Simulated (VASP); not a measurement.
Consider the following.

```
CELL_PARAMETERS angstrom
      1.54530    -2.67654     0.00000
      1.54530     2.67654     0.00000
      0.00000     0.00000     3.29460
ATOMIC_POSITIONS crystal
  Ti 0.00000 0.00000 0.00000
  B  0.33333 0.66667 0.50000
  B  0.66667 0.33333 0.50000
```

Computed with PBE GGA + U (Dudarev), VASP's PBE PAW potentials (set 64) (plane waves; VASP). Run with 520 eV cut-off, 10×10×8 Γ-centred mesh, first-order Methfessel-Paxton smearing of 0.10 eV, potentials Ti_sv B, U − J: Ti 1.00 eV.

### Question
Give the stress tensor in GPa (positive for a compressed cell).

### Answer

```
-12.87    0.00    0.00
  0.00  -12.87    0.00
  0.00    0.00   -9.22
```
The pressure is its mean diagonal, -11.66 GPa.

The compound is TiB2 in the AlB2 type structure. The cell was not relaxed at this level. The run is one of a series of settings (LDAU = .TRUE., LDAUJ = 0 0, LDAUL = 2 -1, LDAUTYPE = 2, LDAUU = 1.0 0 against the base run), some of them coarse on purpose.
